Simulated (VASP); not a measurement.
# HfTaN3 (Cmcm) in VASP: a series of runs

Runs on HfTaN3. Level: PBE. Tasks: equation of state.

Everything below comes from runs of VASP 6.6.1. Logs are shortened: lines on timing, memory, paths and dates and some standing lists are left out, and cuts for length are marked.

### 1 The crystal as given

It takes space group Cmcm (No. 63, orthorhombic). The conventional cell has a = 3.039 Å, b = 9.856 Å, c = 7.439 Å, α = 90.00°, β = 90.00°, γ = 90.00°. Hf (site symmetry m2m) is surrounded by 6 N at 2.13 to 2.33 Å. Ta (site symmetry 2/m) has 6 N at 2.07 to 2.10 Å as nearest neighbours. N (site symmetry m2m) has 2 Ta at 2.07 Å and 2 Hf at 2.13 Å as nearest neighbours. N (site symmetry m) is surrounded by 2 Ta at 2.10 Å and 2 Hf at 2.33 Å.

The cell was built by a generator and needn't be a form met in nature.

### 2 Equation of state, PBE, 11.14 Å³/atom

INCAR reads:

```
SYSTEM = HfTaN3
PREC     = Accurate       ! precision mode
ENCUT    = 520            ! plane-wave cutoff, eV
EDIFF    = 1E-6           ! SCF threshold, eV
ISMEAR   = 0              ! smearing method
SIGMA    = 0.1            ! smearing width, eV
LREAL    = .FALSE.        ! projectors in reciprocal space
LASPH    = .TRUE.         ! aspherical terms in the spheres
NELM     = 100            ! most SCF steps
ALGO     = Normal         ! electronic algorithm
ISIF     = 4              ! what is computed and relaxed
LWAVE    = .FALSE.        ! write WAVECAR
LCHARG   = .FALSE.        ! write CHGCAR
GGA      = PE             ! functional
IBRION   = 2              ! ionic algorithm
NSW      = 30             ! ionic steps
EDIFFG   = -0.02          ! ionic threshold
KPAR     = 4
```

KPOINTS reads:

```
regular mesh
0
G
  10 10 4
  0 0 0
```

POSCAR reads:

```
HfTaN3
1.0
    1.5193500000     -4.9279400000      0.0000000000
    1.5193500000      4.9279400000      0.0000000000
    0.0000000000      0.0000000000      7.4390300000
Hf Ta N
2 2 6
Direct
    0.2567970000      0.7432030000      0.7500000000
    0.7432030000      0.2567970000      0.2500000000
    0.0000000000      0.0000000000      0.5000000000
    0.0000000000      0.0000000000      0.0000000000
    0.9075430000      0.0924570000      0.7500000000
    0.0924570000      0.9075430000      0.2500000000
    0.6373680000      0.3626320000      0.5722960000
    0.6373680000      0.3626320000      0.9277040000
    0.3626320000      0.6373680000      0.0722960000
    0.3626320000      0.6373680000      0.4277040000
```

Potentials or basis: VASP PAW PBE potentials, release 64 (Hf_pv, Ta_pv, N).

Command:

```sh
cat potpaw_PBE.64/Hf_pv/POTCAR potpaw_PBE.64/Ta_pv/POTCAR potpaw_PBE.64/N/POTCAR > POTCAR
mpirun -np 4 vasp_std > vasp.out
```

OUTCAR:

```text
SYSTEM = HfTaN3
   PREC = Accurate
   ENCUT = 520
   EDIFF = 1E-6
   ISMEAR = 0
   LREAL = .FALSE.
   LASPH = .TRUE.
   NELM = 100
   ISIF = 4
   GGA = PE
   IBRION = 2
   NSW = 30
   EDIFFG = -0.02

 ion  position               nearest neighbor table
   1  0.257  0.743  0.750-   5 2.13   5 2.13   8 2.33   7 2.33   7 2.33   8 2.33  10 2.61   9 2.61
                             4 3.14   3 3.14   4 3.39   4 3.39   3 3.39   3 3.39
   2  0.743  0.257  0.250-   6 2.13   6 2.13   9 2.33   9 2.33  10 2.33  10 2.33   8 2.61   7 2.61
                             4 3.14   3 3.14   3 3.39   3 3.39   4 3.39   4 3.39
   3  0.000  0.000  0.500-   5 2.07   6 2.07   7 2.10  10 2.10   7 2.10  10 2.10   1 3.14   2 3.14
                             2 3.39   1 3.39   1 3.39   2 3.39
   4  0.000  0.000  0.000-   5 2.07   6 2.07   8 2.10   9 2.10   8 2.10   9 2.10   1 3.14   2 3.14
                             2 3.39   1 3.39   1 3.39   2 3.39
   5  0.908  0.092  0.750-   3 2.07   4 2.07   1 2.13   1 2.13
   6  0.092  0.908  0.250-   3 2.07   4 2.07   2 2.13   2 2.13
   7  0.637  0.363  0.572-   3 2.10   3 2.10   1 2.33   1 2.33   2 2.61
   8  0.637  0.363  0.928-   4 2.10   4 2.10   1 2.33   1 2.33   2 2.61
   9  0.363  0.637  0.072-   4 2.10   4 2.10   2 2.33   2 2.33   1 2.61
  10  0.363  0.637  0.428-   3 2.10   3 2.10   2 2.33   2 2.33   1 2.61

  LATTYP: Found a base centered orthorhombic cell.
 ALAT       =     3.0387000000
 B/A-ratio  =     3.2434527923
 C/A-ratio  =     2.4480962254

  Lattice vectors:

 A1 = (   1.5193500000,  -4.9279400000,   0.0000000000)
 A2 = (   1.5193500000,   4.9279400000,   0.0000000000)
 A3 = (   0.0000000000,   0.0000000000,   7.4390300000)

Analysis of symmetry for initial positions (statically):
=====================================================================
 Subroutine PRICEL returns:
 Original cell was already a primitive cell.

 Routine SETGRP: Setting up the symmetry group for a
 base centered orthorhombic supercell.

 Subroutine GETGRP returns: Found  8 space group operations
 (whereof  4 operations were pure point group operations)
 out of a pool of  8 trial point group operations.

The static configuration has the point symmetry C_2h.
 The point group associated with its full space group is D_2h.

Analysis of symmetry for dynamics (positions and initial velocities):
=====================================================================
 Subroutine PRICEL returns:
 Original cell was already a primitive cell.

 Routine SETGRP: Setting up the symmetry group for a
 base centered orthorhombic supercell.

 Subroutine GETGRP returns: Found  8 space group operations
 (whereof  4 operations were pure point group operations)
 out of a pool of  8 trial point group operations.

The dynamic configuration has the point symmetry C_2h.
 The point group associated with its full space group is D_2h.

 Subroutine INISYM returns: Found  8 space group operations
 (whereof  4 operations are pure point group operations),
 and found     1 'primitive' translations

----------------------------------------------------------------------------------------

                                     Primitive cell

  volume of cell :     111.3960

  direct lattice vectors                    reciprocal lattice vectors
     1.519350000 -4.927940000  0.000000000     0.329088097 -0.101462274  0.000000000
     1.519350000  4.927940000  0.000000000     0.329088097  0.101462274  0.000000000
     0.000000000  0.000000000  7.439030000     0.000000000  0.000000000  0.134426128

  length of vectors
     5.156841772  5.156841772  7.439030000     0.344374169  0.344374169  0.134426128

  position of ions in fractional coordinates (direct lattice)
     0.256797000  0.743203000  0.750000000
     0.743203000  0.256797000  0.250000000
     0.000000000  0.000000000  0.500000000
     0.000000000  0.000000000  0.000000000
     0.907543000  0.092457000  0.750000000
     0.092457000  0.907543000  0.250000000
     0.637368000  0.362632000  0.572296000
     0.637368000  0.362632000  0.927704000
     0.362632000  0.637368000  0.072296000
     0.362632000  0.637368000  0.427704000

  ion indices of the primitive-cell ions
   primitive index   ion index
                 1           1
                 2           2
                 3           3
                 4           4
                 5           5
                 6           6
                 7           7
                 8           8
                 9           9
                10          10

----------------------------------------------------------------------------------------

 KPOINTS: regular mesh

Automatic generation of k-mesh.
 Grid dimensions read from file:
 generate k-points for:   10   10    4

 Generating k-lattice:

  Cartesian coordinates                     Fractional coordinates (reciprocal lattice)
     0.032908810 -0.010146227  0.000000000     0.100000000  0.000000000  0.000000000
[... 72 lines left out ...]
   IVDW    =     0    specifies the selected vdW correction
   LEPSILON=     F    determine dielectric tensor
   LRPA    =     F    only Hartree local field effects (RPA)
 conjugate gradient relaxation of ions
 non-spin polarized calculation
 Gauss-broadening in eV      SIGMA  =   0.10
  energy-cutoff  :      520.00
  volume of cell :      111.40
 maximum number of plane-waves:      3032
 NGX is ok and might be reduce to    40
   NGX = 19   NGY = 19   NGZ = 27

 number of electron      71.9999991 magnetization

 Free energy of the ion-electron system (eV)
  ---------------------------------------------------
  ext. energy  EPLUGINS =         0.00000000
  ---------------------------------------------------
  free energy    TOTEN  =      -106.61362954 eV

  energy without entropy =     -106.61057537  energy(sigma->0) =     -106.61210246

 E-fermi :   5.9591     XC(G=0): -12.4166

 val. band max:        5.9547532397   @ k =   0.1000   0.0000   0.0000
 cond. band min:       5.9862854565   @ k =   0.5000   0.4000   0.0000
 fundamental gap:      0.0315322168
 Fermi energy:         5.9591264125

 k-point     1 :       0.0000    0.0000    0.0000
  band No.  band energies     occupation
      1     -29.0126      2.00000
      2     -28.9953      2.00000
      3     -28.9724      2.00000
      4     -28.8757      2.00000
      5     -28.6641      2.00000
      6     -28.6595      2.00000
[... 35 lines left out ...]
     42       9.6801      0.00000
     43       9.9120      0.00000

 k-point     2 :       0.1000    0.0000    0.0000
  band No.  band energies     occupation
      1     -29.0030      2.00000
      2     -28.9866      2.00000
      3     -28.9675      2.00000
      4     -28.8709      2.00000
      5     -28.7184      2.00000
      6     -28.7134      2.00000
[... 35 lines left out ...]
     42       9.3322      0.00000
     43       9.5590      0.00000

 k-point     3 :       0.2000    0.0000    0.0000
  band No.  band energies     occupation
      1     -28.9777      2.00000
      2     -28.9638      2.00000
      3     -28.9548      2.00000
      4     -28.8585      2.00000
      5     -28.8581      2.00000
      6     -28.8521      2.00000
[... 35 lines left out ...]
     42       9.1471      0.00000
     43       9.6139      0.00000

 k-point     4 :       0.3000    0.0000    0.0000
  band No.  band energies     occupation
      1     -29.0261      2.00000
      2     -29.0189      2.00000
      3     -28.9468      2.00000
      4     -28.9385      2.00000
      5     -28.9353      2.00000
      6     -28.8429      2.00000
[... 863 lines left out ...]
     42       9.8631      0.00000
     43       9.9592      0.00000

 k-point    23 :       0.3000    0.3000    0.0000
  band No.  band energies     occupation
      1     -29.1588      2.00000
      2     -29.1502      2.00000
      3     -28.9279      2.00000
      4     -28.9192      2.00000
      5     -28.9140      2.00000
      6     -28.8298      2.00000
[... 35 lines left out ...]
     42      10.0535      0.00000
     43      10.6470      0.00000

 k-point    24 :       0.4000    0.3000    0.0000
  band No.  band energies     occupation
      1     -29.0266      2.00000
      2     -29.0187      2.00000
      3     -28.9440      2.00000
      4     -28.9418      2.00000
      5     -28.9392      2.00000
      6     -28.8421      2.00000
[... 35 lines left out ...]
     42       9.5942      0.00000
     43      10.1016      0.00000

 [... further k-points ...]
[... 5 lines left out ...]
  --------------------------------------------------------------------------------------
  -------------------------------------------------------------------------------------
  Total       -0.0077380      0.0350023      0.0109539      0.0000000      0.0000000      0.0000000
  in kB       -0.1112936      0.5034281      0.1575472      0.0000000      0.0000000      0.0000000
  external PRESSURE =       0.1832272 kB  Pullay stress =       0.0000000 kB

 VOLUME and BASIS-vectors are now :
 -----------------------------------------------------------------------------
  energy-cutoff  :      520.00
  volume of cell :      111.40
      direct lattice vectors                 reciprocal lattice vectors
     1.519350000 -4.927940000  0.000000000     0.329088097 -0.101462274  0.000000000
     1.519350000  4.927940000  0.000000000     0.329088097  0.101462274  0.000000000
     0.000000000  0.000000000  7.439030000     0.000000000  0.000000000  0.134426128

 POSITION                                       TOTAL-FORCE (eV/Angst)
 -----------------------------------------------------------------------------------
      1.51935      2.39698      5.57927         0.000000      0.000648      0.000000
      1.51935     -2.39698      1.85976         0.000000     -0.000648     -0.000000
      0.00000      0.00000      3.71951         0.000000      0.000000      0.000000
      0.00000      0.00000      0.00000        -0.000000      0.000000      0.000000
      1.51935     -4.01669      5.57927         0.000000      0.003364     -0.000000
      1.51935      4.01669      1.85976         0.000000     -0.003364     -0.000000
      1.51935     -1.35388      4.25733         0.000000     -0.001353      0.000258
      1.51935     -1.35388      6.90122         0.000000     -0.001353     -0.000258
      1.51935      1.35388      0.53781         0.000000      0.001353      0.000258
      1.51935      1.35388      3.18170         0.000000      0.001353     -0.000258
 -----------------------------------------------------------------------------------
    total drift:                                0.000000     -0.000000      0.000000

  FREE ENERGIE OF THE ION-ELECTRON SYSTEM (eV)
  ---------------------------------------------------
  free  energy   TOTEN  =      -106.6136295435 eV

  energy  without entropy=     -106.6105753684  energy(sigma->0) =     -106.61210246

 reached required accuracy - stopping structural energy minimisation
```

It took 92 s on 4 MPI ranks of Intel Xeon 6975P-C (Granite Rapids), shared host; peak memory 0.55 GiB.

Results:

| Item | Value |
| --- | --- |
| Free energy | -106.6136 eV |
| Pressure | 0.0 GPa |
| Largest force | 0.003 eV/Å |
| Band gap on the k mesh | none (metal or under the smearing width) |

### 3 Equation of state, PBE, 10.81 Å³/atom (volume scaled by 0.97)

INCAR is that of step 2.

KPOINTS is that of step 2.

POSCAR: that of step 2 with these lines changed.

```diff
@@ -2,5 +2,5 @@
 1.0
-    1.5193500000     -4.9279400000      0.0000000000
-    1.5193500000      4.9279400000      0.0000000000
-    0.0000000000      0.0000000000      7.4390300000
+    1.5040019810     -4.8781594248      0.0000000000
+    1.5040019810      4.8781594248      0.0000000000
+    0.0000000000      0.0000000000      7.3638831451
 Hf Ta N
```

Potentials or basis: VASP PAW PBE potentials, release 64 (Hf_pv, Ta_pv, N).

Command:

```sh
cat potpaw_PBE.64/Hf_pv/POTCAR potpaw_PBE.64/Ta_pv/POTCAR potpaw_PBE.64/N/POTCAR > POTCAR
mpirun -np 4 vasp_std > vasp.out
```

It took 4.4 min on 4 MPI ranks of Intel Xeon 6975P-C (Granite Rapids), shared host; peak memory 0.55 GiB.

The run converged. Its results:

```yaml
Free_energy: -106.5227 eV
Pressure: 8.7 GPa
Largest_force: 0.017 eV/Å
Band_gap_on_the_k_mesh: none (metal or under the smearing width)
```

### 4 Equation of state, PBE, 11.47 Å³/atom (volume scaled by 1.03)

INCAR is that of step 3.

KPOINTS is that of step 3.

POSCAR: that of step 3 with these lines changed.

```diff
@@ -2,5 +2,5 @@
 1.0
-    1.5040019810     -4.8781594248      0.0000000000
-    1.5040019810      4.8781594248      0.0000000000
-    0.0000000000      0.0000000000      7.3638831451
+    1.5343940477     -4.9767346585      0.0000000000
+    1.5343940477      4.9767346585      0.0000000000
+    0.0000000000      0.0000000000      7.5126885527
 Hf Ta N
```

Command:

```sh
cat potpaw_PBE.64/Hf_pv/POTCAR potpaw_PBE.64/Ta_pv/POTCAR potpaw_PBE.64/N/POTCAR > POTCAR
mpirun -np 4 vasp_std > vasp.out
```

Wall time 5.7 min (4 MPI ranks of Intel Xeon 6975P-C (Granite Rapids), shared host); peak memory 0.57 GiB.

Results (log left out):

```
Free energy            : -106.5385 eV
Pressure               : -7.3 GPa
Largest force          : 0.004 eV/Å
Band gap on the k mesh : none (metal or under the smearing width)
```

### 5 Equation of state, PBE, 10.47 Å³/atom (volume scaled by 0.94)

INCAR is that of step 4.

KPOINTS is that of step 4.

POSCAR: that of step 4 with these lines changed.

```diff
@@ -2,5 +2,5 @@
 1.0
-    1.5343940477     -4.9767346585      0.0000000000
-    1.5343940477      4.9767346585      0.0000000000
-    0.0000000000      0.0000000000      7.5126885527
+    1.4883341543     -4.8273415686      0.0000000000
+    1.4883341543      4.8273415686      0.0000000000
+    0.0000000000      0.0000000000      7.2871704503
 Hf Ta N
```

Command:

```sh
cat potpaw_PBE.64/Hf_pv/POTCAR potpaw_PBE.64/Ta_pv/POTCAR potpaw_PBE.64/N/POTCAR > POTCAR
mpirun -np 4 vasp_std > vasp.out
```

It took 5.1 min on 4 MPI ranks of Intel Xeon 6975P-C (Granite Rapids), shared host; peak memory 0.55 GiB.

It converged, with:

- Free energy: -106.2352 eV
- Pressure: 18.9 GPa
- Largest force: 0.014 eV/Å
- Band gap on the k mesh: none (metal or under the smearing width)

### 6 Equation of state, PBE, 11.81 Å³/atom (volume scaled by 1.06)

INCAR is that of step 5.

KPOINTS is that of step 5.

POSCAR: that of step 5 with these lines changed.

```diff
@@ -2,5 +2,5 @@
 1.0
-    1.4883341543     -4.8273415686      0.0000000000
-    1.4883341543      4.8273415686      0.0000000000
-    0.0000000000      0.0000000000      7.2871704503
+    1.5491487417     -5.0245908121      0.0000000000
+    1.5491487417      5.0245908121      0.0000000000
+    0.0000000000      0.0000000000      7.5849303744
 Hf Ta N
```

Potentials or basis: VASP PAW PBE potentials, release 64 (Hf_pv, Ta_pv, N).

Command:

```sh
cat potpaw_PBE.64/Hf_pv/POTCAR potpaw_PBE.64/Ta_pv/POTCAR potpaw_PBE.64/N/POTCAR > POTCAR
mpirun -np 4 vasp_std > vasp.out
```

Wall time 6.2 min (4 MPI ranks of Intel Xeon 6975P-C (Granite Rapids), shared host); peak memory 0.58 GiB.

It converged, with:

```
Free energy            : -106.3243 eV
Pressure               : -13.3 GPa
Largest force          : 0.011 eV/Å
Band gap on the k mesh : none (metal or under the smearing width)
```

### 7 Equation of state, PBE, 10.14 Å³/atom (volume scaled by 0.91)

INCAR is that of step 6.

KPOINTS is that of step 6.

POSCAR: that of step 6 with these lines changed.

```diff
@@ -2,5 +2,5 @@
 1.0
-    1.5491487417     -5.0245908121      0.0000000000
-    1.5491487417      5.0245908121      0.0000000000
-    0.0000000000      0.0000000000      7.5849303744
+    1.4723293208     -4.7754306468      0.0000000000
+    1.4723293208      4.7754306468      0.0000000000
+    0.0000000000      0.0000000000      7.2088077055
 Hf Ta N
```

Command:

```sh
cat potpaw_PBE.64/Hf_pv/POTCAR potpaw_PBE.64/Ta_pv/POTCAR potpaw_PBE.64/N/POTCAR > POTCAR
mpirun -np 4 vasp_std > vasp.out
```

It took 6.2 min on 4 MPI ranks of Intel Xeon 6975P-C (Granite Rapids), shared host; peak memory 0.55 GiB.

Results (log left out):

- Free energy: -105.7149 eV
- Pressure: 31.0 GPa
- Largest force: 0.016 eV/Å
- Band gap on the k mesh: none (metal or under the smearing width)

### 8 Equation of state, PBE, 12.14 Å³/atom (volume scaled by 1.09)

INCAR is that of step 7.

KPOINTS is that of step 7.

POSCAR: that of step 7 with these lines changed.

```diff
@@ -2,5 +2,5 @@
 1.0
-    1.4723293208     -4.7754306468      0.0000000000
-    1.4723293208      4.7754306468      0.0000000000
-    0.0000000000      0.0000000000      7.2088077055
+    1.5636276066     -5.0715523267      0.0000000000
+    1.5636276066      5.0715523267      0.0000000000
+    0.0000000000      0.0000000000      7.6558216831
 Hf Ta N
```

Command:

```sh
cat potpaw_PBE.64/Hf_pv/POTCAR potpaw_PBE.64/Ta_pv/POTCAR potpaw_PBE.64/N/POTCAR > POTCAR
mpirun -np 4 vasp_std > vasp.out
```

Run time: 9.3 min. Hardware: 4 MPI ranks of Intel Xeon 6975P-C (Granite Rapids), shared host; peak memory 0.61 GiB.

Results (log left out):

```
Free energy            : -105.9948 eV
Pressure               : -18.3 GPa
Largest force          : 0.016 eV/Å
Band gap on the k mesh : none (metal or under the smearing width)
```
